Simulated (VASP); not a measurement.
Consider the following.

```xyz
2
Lattice="1.3700 -2.3729 0.0000 1.3700 2.3729 0.0000 0.0000 0.0000 4.3900" Properties=species:S:1:pos:R:3 pbc="T T T"
Tc     1.3700     0.7910     1.0975
Tc     1.3700    -0.7910     3.2925
```

All values below come from PBE GGA, VASP's PBE PAW potentials (set 64) (plane waves; VASP). Run with 400 eV cut-off, 12×12×6 Γ-centred mesh, first-order Methfessel-Paxton smearing of 0.10 eV, potentials Tc_pv.

Problem. Give the stress tensor in GPa (positive for a compressed cell).

Solution. 
```
1.54  0.00  0.00
0.00  1.54  0.00
0.00  0.00  1.86
```
The pressure is its mean diagonal, 1.65 GPa.

The compound is Tc in the hcp structure. The cell was not relaxed at this level.
